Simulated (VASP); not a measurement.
Method: LDA (Ceperley-Alder, Perdew-Zunger), VASP's LDA PAW potentials (set 64) (plane waves; VASP).

VASP input:

File KPOINTS:
```
Regular mesh
0
Gamma
  8 8 8
0 0 0
```

**INCAR**
```
SYSTEM = Ca2Si
PREC = Accurate
ENCUT = 300
EDIFF = 1E-8
NELM = 100
ALGO = Normal
LREAL = .FALSE.
LASPH = .TRUE.
ISMEAR = 0
SIGMA = 0.01
LWAVE = .FALSE.
LCHARG = .FALSE.
ISIF = 2
LEPSILON = .TRUE.
IBRION = 8
NSW = 1
```

POSCAR:
```
Ca2Si
1
    0.0000000000     3.5852350000     3.5852350000
    3.5852350000     0.0000000000     3.5852350000
    3.5852350000     3.5852350000     0.0000000000
Ca Si
2 1
Direct
  0.7500000000   0.7500000000   0.7500000000
  0.2500000000   0.2500000000   0.2500000000
  0.0000000000   0.0000000000   0.0000000000
```

POTCAR, in this order: Ca_sv Si (LDA.64 set). Program: vasp_std.

What VASP printed:

### OSZICAR
```
...
RMM:  25    -0.345205833510E+01   -0.25671E-07    0.28933E-05  2478   0.717E-04    0.279E-05
RMM:  26    -0.345205790743E+01    0.42767E-06    0.35549E-05  2485   0.709E-04    0.251E-05
RMM:  27    -0.345205813784E+01   -0.23042E-06    0.29829E-05  2254   0.701E-04    0.232E-05
RMM:  28    -0.345205766489E+01    0.47296E-06    0.37148E-05  2193   0.696E-04    0.245E-05
 Linear response to external field, progress :
  Direction:   3
       N       E                     dE             d eps       ncg     rms          rms(c)
RMM:   1    -0.246326282896E+01   -0.24633E+01   -0.11085E+01  3711   0.864E+00
RMM:   2    -0.375153197517E+01   -0.12883E+01   -0.41886E-01  4061   0.228E+00    0.251E+00
RMM:   3    -0.331407943456E+01    0.43745E+00   -0.77350E-01  3504   0.360E+00    0.118E+00
RMM:   4    -0.337550450877E+01   -0.61425E-01   -0.56804E-01  3878   0.300E+00    0.415E-01
RMM:   5    -0.344122583094E+01   -0.65721E-01   -0.85892E-02  4063   0.109E+00    0.116E-01
RMM:   6    -0.344742036699E+01   -0.61945E-02   -0.33728E-02  4217   0.492E-01    0.532E-02
RMM:   7    -0.345019156726E+01   -0.27712E-02   -0.15352E-02  4068   0.289E-01    0.172E-02
RMM:   8    -0.345164431829E+01   -0.14528E-02   -0.51157E-03  4436   0.146E-01    0.178E-02
RMM:   9    -0.345208271199E+01   -0.43839E-03   -0.26528E-03  4479   0.819E-02    0.723E-03
RMM:  10    -0.345212595844E+01   -0.43246E-04   -0.12381E-03  4448   0.492E-02    0.633E-03
RMM:  11    -0.345200407074E+01    0.12189E-03   -0.86474E-04  4302   0.314E-02    0.104E-03
RMM:  12    -0.345201988842E+01   -0.15818E-04   -0.38816E-04  4669   0.181E-02    0.774E-04
RMM:  13    -0.345203006240E+01   -0.10174E-04   -0.16275E-04  4584   0.105E-02    0.443E-04
RMM:  14    -0.345205402651E+01   -0.23964E-04   -0.52659E-05  3659   0.787E-03    0.114E-03
RMM:  15    -0.345204683545E+01    0.71911E-05   -0.31416E-05  3594   0.567E-03    0.332E-04
RMM:  16    -0.345205111115E+01   -0.42757E-05    0.13168E-05  4411   0.307E-03    0.977E-05
RMM:  17    -0.345205131808E+01   -0.20693E-06    0.96812E-06  4591   0.201E-03    0.122E-04
RMM:  18    -0.345205199558E+01   -0.67750E-06    0.30365E-05  3969   0.145E-03    0.160E-04
RMM:  19    -0.345205801631E+01   -0.60207E-05    0.19403E-05  3560   0.149E-03    0.152E-04
RMM:  20    -0.345205887600E+01   -0.85969E-06    0.22192E-05  3707   0.101E-03    0.109E-04
RMM:  21    -0.345205745329E+01    0.14227E-05    0.28710E-05  3080   0.871E-04    0.704E-05
RMM:  22    -0.345205790767E+01   -0.45437E-06    0.30953E-05  2851   0.795E-04    0.569E-05
RMM:  23    -0.345205700219E+01    0.90548E-06    0.31320E-05  3199   0.779E-04    0.286E-05
RMM:  24    -0.345205783598E+01   -0.83379E-06    0.33939E-05  2690   0.724E-04    0.222E-05
RMM:  25    -0.345205768763E+01    0.14835E-06    0.25830E-05  2456   0.706E-04    0.185E-05
RMM:  26    -0.345205759254E+01    0.95090E-07    0.26058E-05  2462   0.702E-04    0.157E-05
RMM:  27    -0.345205768112E+01   -0.88575E-07    0.28857E-05  2232   0.687E-04    0.163E-05
RMM:  28    -0.345205718134E+01    0.49978E-06    0.29672E-05  2179   0.685E-04    0.182E-05
 Linear response DOF=           2
 Linear response progress:
  Degree of freedom:   1/  2
       N       E                     dE             d eps       ncg     rms          rms(c)
RMM:   1    -0.435544864732E+00   -0.43554E+00    0.25208E+00  3351   0.132E+01
RMM:   2    -0.403913998809E+00    0.31631E-01   -0.14012E-01  5033   0.263E+00    0.182E-01
RMM:   3    -0.405453743591E+00   -0.15397E-02   -0.14752E-02  5812   0.754E-01    0.126E-01
RMM:   4    -0.405471988701E+00   -0.18245E-04   -0.22312E-03  6727   0.286E-01    0.512E-02
RMM:   5    -0.405410312266E+00    0.61676E-04   -0.54621E-04  6779   0.112E-01    0.191E-02
RMM:   6    -0.405337187016E+00    0.73125E-04   -0.10912E-04  7229   0.511E-02    0.331E-03
RMM:   7    -0.405330737880E+00    0.64491E-05   -0.49600E-05  6798   0.267E-02    0.450E-03
RMM:   8    -0.405311868808E+00    0.18869E-04   -0.20211E-05  6979   0.146E-02    0.135E-03
RMM:   9    -0.405295566633E+00    0.16302E-04   -0.12588E-05  7448   0.925E-03    0.172E-04
RMM:  10    -0.405298541889E+00   -0.29753E-05   -0.96380E-06  7485   0.620E-03    0.396E-04
RMM:  11    -0.405297333127E+00    0.12088E-05   -0.74670E-06  7708   0.478E-03    0.252E-04
RMM:  12    -0.405299257044E+00   -0.19239E-05   -0.58241E-06  7131   0.398E-03    0.472E-04
RMM:  13    -0.405295696197E+00    0.35608E-05   -0.46679E-06  6355   0.357E-03    0.855E-05
RMM:  14    -0.405296438515E+00   -0.74232E-06   -0.37819E-06  7575   0.293E-03    0.143E-04
RMM:  15    -0.405296506388E+00   -0.67872E-07   -0.30979E-06  7386   0.255E-03    0.141E-04
RMM:  16    -0.405296590425E+00   -0.84037E-07   -0.25605E-06  7942   0.225E-03    0.155E-04
RMM:  17    -0.405295517248E+00    0.10732E-05   -0.21782E-06  6050   0.211E-03    0.975E-05
RMM:  18    -0.405295866181E+00   -0.34893E-06   -0.18012E-06  6420   0.184E-03    0.122E-04
RMM:  19    -0.405295922167E+00   -0.55986E-07   -0.15145E-06  6600   0.166E-03    0.155E-04
RMM:  20    -0.405295958816E+00   -0.36649E-07   -0.12642E-06  7610   0.150E-03    0.172E-04
RMM:  21    -0.405295981759E+00   -0.22943E-07   -0.11185E-06  7024   0.137E-03    0.183E-04
RMM:  22    -0.405295999251E+00   -0.17492E-07   -0.92859E-07  6898   0.126E-03    0.192E-04
RMM:  23    -0.405296008589E+00   -0.93377E-08   -0.80242E-07  6787   0.116E-03    0.199E-04
 Linear response progress:
  Degree of freedom:   2/  2
       N       E                     dE             d eps       ncg     rms          rms(c)
RMM:   1    -0.240390043793E-01   -0.24039E-01   -0.62176E-03  3781   0.679E-01
RMM:   2    -0.211382210533E-01    0.29008E-02   -0.31203E-03  3614   0.213E-01    0.671E-02
RMM:   3    -0.212056626744E-01   -0.67442E-04   -0.67822E-04  3134   0.109E-01    0.328E-02
RMM:   4    -0.214502504088E-01   -0.24459E-03   -0.36698E-04  3485   0.757E-02    0.112E-02
RMM:   5    -0.214215284544E-01    0.28722E-04   -0.67454E-05  3518   0.290E-02    0.456E-03
RMM:   6    -0.214528464349E-01   -0.31318E-04   -0.20309E-05  3564   0.135E-02    0.203E-03
RMM:   7    -0.214501647319E-01    0.26817E-05    0.50956E-06  3914   0.698E-03    0.120E-03
RMM:   8    -0.214501096532E-01    0.55079E-07   -0.91849E-06  4439   0.291E-03    0.419E-04
RMM:   9    -0.214521951634E-01   -0.20855E-05    0.98783E-06  3994   0.177E-03    0.253E-04
RMM:  10    -0.214524881594E-01   -0.29300E-06    0.28457E-06  4289   0.933E-04    0.111E-04
RMM:  11    -0.214522117302E-01    0.27643E-06    0.26555E-06  4548   0.513E-04    0.572E-05
RMM:  12    -0.214522053780E-01    0.63523E-08   -0.73063E-07  4578   0.296E-04    0.860E-06
RMM:  13    -0.214522643340E-01   -0.58956E-07    0.10211E-06  4662   0.185E-04    0.790E-06
RMM:  14    -0.214522501164E-01    0.14218E-07   -0.12558E-07  4526   0.125E-04    0.923E-06
RMM:  15    -0.214522425142E-01    0.76022E-08    0.29900E-07  4444   0.944E-05    0.466E-06
RMM:  16    -0.214522421526E-01    0.36163E-09   -0.17686E-07  4244   0.768E-05    0.311E-06
RMM:  17    -0.214522453284E-01   -0.31758E-08    0.22574E-07  3844   0.678E-05    0.662E-06
RMM:  18    -0.214522423063E-01    0.30221E-08   -0.15559E-07  3622   0.626E-05    0.415E-06
RMM:  19    -0.214522391706E-01    0.31357E-08    0.18731E-07  3664   0.597E-05    0.735E-06
RMM:  20    -0.214522351583E-01    0.40123E-08   -0.17484E-07  3587   0.581E-05    0.467E-06
RMM:  21    -0.214522347598E-01    0.39846E-09    0.14554E-07  2839   0.559E-05    0.745E-06
RMM:  22    -0.214522337787E-01    0.98108E-09   -0.10703E-07  2692   0.555E-05    0.563E-06
RMM:  23    -0.214522335510E-01    0.22775E-09    0.16038E-07  2550   0.551E-05    0.770E-06
RMM:  24    -0.214522333860E-01    0.16494E-09   -0.61152E-08  2461   0.550E-05    0.591E-06
 Linear response finished
```

OUTCAR:
```
------------------------ aborting loop because EDIFF is reached ----------------------------------------

 HEAD OF MICROSCOPIC STATIC DIELECTRIC TENSOR (INDEPENDENT PARTICLE, excluding Hartree and local field effects)
 ------------------------------------------------------
          16.012030     0.000000    -0.000000
           0.000000    16.012030     0.000000
           0.000000     0.000000    16.012030
 ------------------------------------------------------

 MACROSCOPIC STATIC DIELECTRIC TENSOR (including local field effects in DFT)
 ------------------------------------------------------
          13.512598    -0.000000     0.000000
          -0.000000    13.512598     0.000000
          -0.000000    -0.000000    13.512598
 ------------------------------------------------------

 PIEZOELECTRIC TENSOR (including local field effects)  for field in x, y, z        (e  Angst)
          XX          YY          ZZ          XY          YZ          ZX
  --------------------------------------------------------------------------------
  x     0.00000     0.00000     0.00000     0.00000     0.00000     0.00000
  y     0.00000     0.00000     0.00000     0.00000     0.00000     0.00000
  z     0.00000     0.00000     0.00000     0.00000     0.00000     0.00000

 PIEZOELECTRIC TENSOR (including local field effects)  for field in x, y, z        (C/m^2)
          XX          YY          ZZ          XY          YZ          ZX
  --------------------------------------------------------------------------------
  x     0.00000     0.00000     0.00000     0.00000     0.00000     0.00000
  y     0.00000     0.00000     0.00000     0.00000     0.00000     0.00000
  z     0.00000     0.00000     0.00000     0.00000     0.00000     0.00000

 BORN EFFECTIVE CHARGES (including local field effects) (in |e|, cummulative output)
 ---------------------------------------------------------------------------------
 ion    1
    1     1.90246     0.00000     0.00000
    2     0.00000     1.90246     0.00000
    3     0.00000     0.00000     1.90246
 ion    2
    1     1.90246     0.00000     0.00000
    2     0.00000     1.90246     0.00000
    3     0.00000     0.00000     1.90246
 ion    3
    1    -3.80493     0.00000     0.00000
    2     0.00000    -3.80493     0.00000
    3    -0.00000    -0.00000    -3.80493

   1 f  =    6.109576 THz    38.387599 2PiTHz  203.793526 cm-1    25.267166 meV
             X         Y         Z           dx          dy          dz
      5.377852  5.377852  5.377852    -0.215970    0.289491    0.000000
      1.792617  1.792617  1.792617    -0.215970    0.289491   -0.000000
      0.000000  0.000000  0.000000     0.514076   -0.689078    0.000000

   2 f  =    6.109576 THz    38.387599 2PiTHz  203.793526 cm-1    25.267166 meV
             X         Y         Z           dx          dy          dz
      5.377852  5.377852  5.377852     0.289491    0.215970   -0.000000
      1.792617  1.792617  1.792617     0.289491    0.215970    0.000000
      0.000000  0.000000  0.000000    -0.689078   -0.514076    0.000000

   3 f  =    6.109576 THz    38.387599 2PiTHz  203.793526 cm-1    25.267166 meV
             X         Y         Z           dx          dy          dz
      5.377852  5.377852  5.377852     0.000000    0.000000   -0.361176
      1.792617  1.792617  1.792617     0.000000    0.000000   -0.361176
      0.000000  0.000000  0.000000     0.000000    0.000000    0.859711

   4 f  =    5.462693 THz    34.323110 2PiTHz  182.215814 cm-1    22.591871 meV
             X         Y         Z           dx          dy          dz
      5.377852  5.377852  5.377852     0.705408    0.048990   -0.000000
      1.792617  1.792617  1.792617    -0.705408   -0.048990    0.000000
      0.000000  0.000000  0.000000    -0.000000    0.000000    0.000000

   5 f  =    5.462693 THz    34.323110 2PiTHz  182.215814 cm-1    22.591871 meV
             X         Y         Z           dx          dy          dz
      5.377852  5.377852  5.377852    -0.027853    0.401047   -0.581709
      1.792617  1.792617  1.792617     0.027853   -0.401047    0.581709
      0.000000  0.000000  0.000000     0.000000    0.000000    0.000000

   6 f  =    5.462693 THz    34.323110 2PiTHz  182.215814 cm-1    22.591871 meV
             X         Y         Z           dx          dy          dz
      5.377852  5.377852  5.377852     0.040302   -0.580311   -0.402013
      1.792617  1.792617  1.792617    -0.040302    0.580311    0.402013
      0.000000  0.000000  0.000000     0.000000    0.000000    0.000000

   7 f/i=    0.009953 THz     0.062539 2PiTHz    0.332009 cm-1     0.041164 meV
             X         Y         Z           dx          dy          dz
      5.377852  5.377852  5.377852    -0.545783   -0.267718    0.000000
      1.792617  1.792617  1.792617    -0.545783   -0.267718   -0.000000
      0.000000  0.000000  0.000000    -0.458582   -0.224944    0.000000

   8 f/i=    0.009953 THz     0.062539 2PiTHz    0.332009 cm-1     0.041164 meV
             X         Y         Z           dx          dy          dz
      5.377852  5.377852  5.377852     0.000000    0.000000    0.607908
      1.792617  1.792617  1.792617     0.000000    0.000000    0.607908
      0.000000  0.000000  0.000000     0.000000    0.000000    0.510781

   9 f/i=    0.009953 THz     0.062539 2PiTHz    0.332009 cm-1     0.041164 meV
             X         Y         Z           dx          dy          dz
      5.377852  5.377852  5.377852     0.267718   -0.545783   -0.000000
      1.792617  1.792617  1.792617     0.267718   -0.545783    0.000000
      0.000000  0.000000  0.000000     0.224944   -0.458582    0.000000

 MACROSCOPIC STATIC DIELECTRIC TENSOR IONIC CONTRIBUTION
 ------------------------------------------------------
           8.943284    -0.000000     0.000000
          -0.000000     8.943284     0.000000
           0.000000     0.000000     8.943284
 ------------------------------------------------------

 ELASTIC MODULI CONTR FROM IONIC RELAXATION (kBar)
 Direction    XX          YY          ZZ          XY          YZ          ZX
 --------------------------------------------------------------------------------
 XX          -0.0000     -0.0000      0.0000     -0.0000      0.0000     -0.0000
...
```
(Selected blocks of OUTCAR.)

At this cut-off the stress carries a Pulay error, which pulls relaxed volumes low. The dielectric response may not be converged in the k-mesh; for small gaps it tends to come out too large.

The structure comes from a computed database's Ca2Si entry (Fm-3m); how it stands against other phases isn't given here. The cell was not relaxed at this level. The run is one of a series of settings (EDIFF = 1E-8, GGA removed, IBRION = 8, LEPSILON = .TRUE., NSW = 1, POTCAR Ca_sv Si (LDA.64 set) against the base run), some of them coarse on purpose.
